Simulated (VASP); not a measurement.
Consider the following.

```xyz
2
Lattice="0.0000 2.5700 2.5700 2.5700 0.0000 2.5700 2.5700 2.5700 0.0000" Properties=species:S:1:pos:R:3 pbc="T T T"
Li     0.0000     0.0000     0.0000
Cl     2.5700     2.5700     2.5700
```

All values below come from PBE GGA, VASP's PBE PAW potentials (set 64) (plane waves; VASP). Numerical set-up: 800 eV cut-off, 8×8×8 Γ-centred mesh, Gaussian smearing of 0.050 eV, potentials Li_sv Cl_h.

Task: Estimate the energy per atom (σ→0), band gap (on the k-mesh) with the smallest direct gap where there is one.

Result: 
```yaml
band gap (on the k-mesh): 6.30 eV
smallest direct gap (on the k-mesh): 6.30 eV
energy per atom (σ→0): -3.692 eV/atom
```

The compound is LiCl in the rock salt structure. The cell was not relaxed at this level. The run is one of a series of settings (ENCUT = 800, POTCAR Li_sv Cl_h (PBE.64 set) against the base run), some of them coarse on purpose.
